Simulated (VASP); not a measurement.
A convergence study with VASP on SiO$_{2}$ (rutile): one setting is varied, all else stays as given below, so the limit is that of these other settings. Each run relaxes cell and ions from the cell shown.

```yaml
crystal:
  lattice:
    - [4.18000, 0.00000, 0.00000]
    - [0.00000, 4.18000, 0.00000]
    - [0.00000, 0.00000, 2.67000]
  atoms:
    - { symbol: Si, position: [0.00000, 0.00000, 0.00000] }
    - { symbol: Si, position: [0.50000, 0.50000, 0.50000] }
    - { symbol: O, position: [0.30600, 0.30600, 0.00000] }
    - { symbol: O, position: [0.80600, 0.19400, 0.50000] }
    - { symbol: O, position: [0.19400, 0.80600, 0.50000] }
    - { symbol: O, position: [0.69400, 0.69400, 0.00000] }
```

Level of theory: PBEsol GGA, VASP's PBE PAW potentials (set 64) (plane waves; VASP). The tightest run used: 700 eV cut-off, 8×8×12 Γ-centred mesh, Gaussian smearing of 0.050 eV, potentials Si O.

Gaps are read on the run's mesh, which can miss a band edge.

**Question.** The settings run are 1×1×2 mesh; 2×2×3 mesh; 3×3×4 mesh; 3×3×5 mesh; 4×4×6 mesh; 5×5×8 mesh; 6×6×9 mesh; 7×7×10 mesh; 7×7×11 mesh; 8×8×12 mesh. From which on does the relaxed volume stay within 0.1 Å³/atom of the tightest run?

**Answer.** From 2×2×3 mesh on: it is off by 0.006 there and by no more than 0.1 in any finer run, while 1×1×2 mesh is off by 0.243.
| setting | relaxed volume (Å³/atom) | E (eV/atom) | gap on the mesh (eV) | irreducible k-points | difference judged (Å³/atom) |
|---|---|---|---|---|---|
| 1×1×2 mesh | 7.611 | -8.1776 | 5.731 | 2 | 0.243 |
| 2×2×3 mesh | 7.848 | -8.1493 | 5.324 | 6 | 0.006 |
| 3×3×4 mesh | 7.855 | -8.1661 | 5.336 | 9 | 0.001 |
| 3×3×5 mesh | 7.854 | -8.1681 | 5.346 | 9 | 0.001 |
| 4×4×6 mesh | 7.854 | -8.1686 | 5.346 | 24 | 0.000 |
| 5×5×8 mesh | 7.854 | -8.1687 | 5.346 | 30 | 0.000 |
| 6×6×9 mesh | 7.854 | -8.1687 | 5.346 | 50 | 0.000 |
| 7×7×10 mesh | 7.854 | -8.1687 | 5.346 | 60 | 0.000 |
| 7×7×11 mesh | 7.854 | -8.1687 | 5.346 | 60 | 0.000 |
| 8×8×12 mesh | 7.854 | -8.1687 | 5.346 | 105 | 0.000 |

Left out are rungs that failed or repeat a setting and relaxations that didn't move; long series are thinned to 24 rows.

The compound is SiO2 in the rutile structure, stishovite, a high-pressure form.
